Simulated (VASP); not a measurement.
Here is the system:

```
HgTe
1.0
    0.00000     3.23000     3.23000
    3.23000     0.00000     3.23000
    3.23000     3.23000     0.00000
Hg Te
1 1
Direct
  0.00000   0.00000   0.00000
  0.25000   0.25000   0.25000
```

Method: AM05 GGA, VASP's PBE PAW potentials (set 64) (plane waves; VASP). Settings: 520 eV cut-off, 7×7×7 Γ-centred mesh, Gaussian smearing of 0.050 eV, potentials Hg Te.

Energy and stress use the plane-wave basis of the starting cell.

### Question
The ions, cell shape and volume are relaxed. Give the cell that the relaxation ends in.

### Answer

```
HgTe
1.0
    0.00000     3.27203     3.27203
    3.27203     0.00000     3.27203
    3.27203     3.27203     0.00000
Hg Te
1 1
Cartesian
  0.00000   0.00000   0.00000
  1.63601   1.63601   1.63601
```
Space group F-43m (216), at a tolerance of 0.03 Å.

### Question
How do energy and volume change from the first to the last step?

### Answer
The energy (σ→0) changes by -6.7 meV/atom and the volume by +4.0 %, in 3 ionic steps.

The compound is HgTe in the zinc blende structure. This run relaxes it. Symmetry was kept, so distortions that lower it aren't found.
